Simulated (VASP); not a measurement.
```
K
1.0
   -2.60615     2.60615     2.60615
    2.60615    -2.60615     2.60615
    2.60615     2.60615    -2.60615
K
1
Direct
  0.00000   0.00000   0.00000
```

All values below come from PBEsol GGA, VASP's PBE PAW potentials (set 64) (plane waves; VASP 6.6.1). Numerical set-up: 500 eV cut-off, 10×10×10 Γ-centred mesh, first-order Methfessel-Paxton smearing of 0.10 eV, potentials K_sv.

Q: What does the run give for the energy per atom (σ→0), band gap (on the k-mesh) with the smallest direct gap where there is one?

A: 
```
Item                                                         Value
------------------------  ----------------------------------------
band gap (on the k-mesh)  none (metal, semimetal or under 0.01 eV)
energy per atom (σ→0)                           -109.0 kJ/mol-atom
```

The absolute energy has meaning only against runs of the same code, potentials and settings.

The compound is K in the bcc structure. It was relaxed first.
